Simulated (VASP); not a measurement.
A run of VASP 6.6.1:

Contents of INCAR:

```
ALGO = Normal
EDIFF = 1E-7
ENCUT = 520
GGA = PE
ISIF = 2
ISMEAR = -1
LASPH = T
LCHARG = T
LELF = T
LREAL = F
LVHAR = T
LWAVE = F
NBANDS = 22
NELM = 100
PREC = Accurate
SIGMA = 0.05
```

KPOINTS

```
k-points
0
Gamma
  5 5 5
```

The input POSCAR:

```
RbLiMg6
1.0
    5.3095180000      0.0000000000      0.0000000000
    0.0000000000      3.5178785000      5.9399250000
    0.0000000000     -3.5178785000      5.9399250000
Rb Mg Li
1 6 1
Direct
    0.4967030000      0.6739490000      0.6753780000
    0.5039350000      0.1630310000      0.1647480000
    0.5013280000      0.6660980000      0.1699370000
    0.5028200000      0.1722120000      0.6788600000
   -0.0054210000      0.3348240000      0.3285430000
    0.0084460000      0.8471040000      0.2878120000
    0.0096170000      0.2878400000      0.8407910000
    0.0043010000      0.8468690000      0.8471570000
```

Potentials or basis: VASP PAW PBE potentials, release 64 (Rb_sv, Mg, Li_sv).

The run is started by

```bash
$ cat potpaw_PBE.64/Rb_sv/POTCAR potpaw_PBE.64/Mg/POTCAR potpaw_PBE.64/Li_sv/POTCAR > POTCAR
$ mpirun -np 1 vasp_std > vasp.out
```

Hardware: 1 thread of Intel(R) Xeon(R) Platinum 8259CL CPU @ 2.50GHz (Skylake/Cascade Lake) (shared host).

Problem. Estimate the wall time of this run.

Solution. Wall time 5.9 min on 1 thread of Intel(R) Xeon(R) Platinum 8259CL CPU @ 2.50GHz (Skylake/Cascade Lake), on a shared host, peak memory 0.52 GiB. Counts: scf iterations 14, k points 63.
